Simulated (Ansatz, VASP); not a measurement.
# Mo in VASP and in Ansatz

```
Mo
1.0
    -1.58381    1.58381    1.58381
     1.58381   -1.58381    1.58381
     1.58381    1.58381   -1.58381
Mo
1
Direct
  0.00000 0.00000 0.00000
```

Alike in both runs: task single point; functional PBEsol; k mesh 8 × 8 × 8; occupations gaussian, width 0.1 eV; no spin polarisation.

|  | VASP | Ansatz |
| --- | --- | --- |
| version | VASP 6.6.1 | Ansatz 0.2.0 |
| potentials or method | VASP PAW PBE potentials, release 64 (Mo_sv) | scalar-relativistic, plane waves, PAW |
| plane-wave cutoff (eV) | 520 | 420 |
| valence electrons in the cell | 14 | 14 |

```tsv
	VASP	Ansatz	Ansatz less VASP
gap on the k mesh at the Fermi level (eV)	none	none	-
pressure (GPa)	-8.2	-8.7	-0.52
```

A gap of «none» marks a metal or a gap that the smearing closes. Ansatz warned: «pseudo_functional_mismatch».

Caveats: the PAW data sets were made with another functional, which shifts forces and pressure a little (VASP).
